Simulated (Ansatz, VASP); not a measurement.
LaPb2: VASP beside Ansatz

```xyz
3
Lattice="-2.0935 2.0935 5.7126 2.0935 -2.0935 5.7126 2.0935 2.0935 -5.7126" Properties=species:S:1:pos:R:3 pbc="T T T"
Pb    0.0000    0.0000    7.8423
Pb    0.0000    0.0000    3.5830
La    0.0000    0.0000    0.0000
```

Change from the starting cell: volume scaled by 1.04.

Alike in both runs: task single point; functional PBE; k mesh 9 × 9 × 9; occupations fermi-dirac, width 0.05 eV; no spin polarisation.

|  | VASP | Ansatz |
| --- | --- | --- |
| version | VASP 6.6.1 | Ansatz 0.2.0 |
| potentials or method | VASP PAW PBE potentials, release 64 (Pb_d, La) | Ansatz PAW |
| plane-wave cutoff (eV) | 520 | 420 |
| valence electrons in the cell | 39 | 39 |

VASP gave:

* gap on the k mesh at the Fermi level (eV): none
* pressure (GPa): -1.6
* largest component of the traceless stress (GPa): 0.60
* rms of the force components (eV/Å): 0.007

Q: What did Ansatz give for the same quantities?

A: gap on the k mesh at the Fermi level (eV): none; pressure (GPa): -1.5; largest component of the traceless stress (GPa): 0.61; rms of the force components (eV/Å): 0.007.

Atom by atom the forces differ by 0.001 eV/Å (rms over components). A gap of «none» marks a metal or a gap that the smearing closes.

Spin-orbit coupling is left out, which matters for the levels of La, Pb.
